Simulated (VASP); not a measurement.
A convergence study with VASP on Mo (bcc): one setting is varied, all else stays as given below, so the limit is that of these other settings. The cell's lengths are 1 % over those of the tabulated start, so it is off equilibrium.

```
CELL_PARAMETERS angstrom
     -1.59075     1.59075     1.59075
      1.59075    -1.59075     1.59075
      1.59075     1.59075    -1.59075
ATOMIC_POSITIONS crystal
  Mo 0.00000 0.00000 0.00000
```

Level of theory: LDA (Ceperley-Alder, Perdew-Zunger), VASP's LDA PAW potentials (set 64) (plane waves; VASP). The tightest run used: 1000 eV cut-off, 18×18×18 Γ-centred mesh, first-order Methfessel-Paxton smearing of 0.10 eV, potentials Mo_sv.

```json
[
 {"setting": "ENCUT = 150", "E (eV/atom)": "-8.7748", "pressure (GPa)": "-493.22", "plane waves": "79"},
 {"setting": "ENCUT = 250", "E (eV/atom)": "-12.0754", "pressure (GPa)": "-20.30", "plane waves": "152"},
 {"setting": "ENCUT = 350", "E (eV/atom)": "-12.0772", "pressure (GPa)": "-17.39", "plane waves": "250"}
]
```

Question: These are the cheaper rows. Estimate the results at ENCUT = 1000, and how far the last row shown lies from them.

Answer: 
```csv
quantity,tightest run,last row shown is off by
E (eV/atom),-12.0773,0.0001
pressure (GPa),-16.08,-1.32
```

Left out are rungs that failed or repeat a setting and relaxations that didn't move; long series are thinned to 24 rows.

The compound is Mo in the bcc structure. The cell was not relaxed at this level.
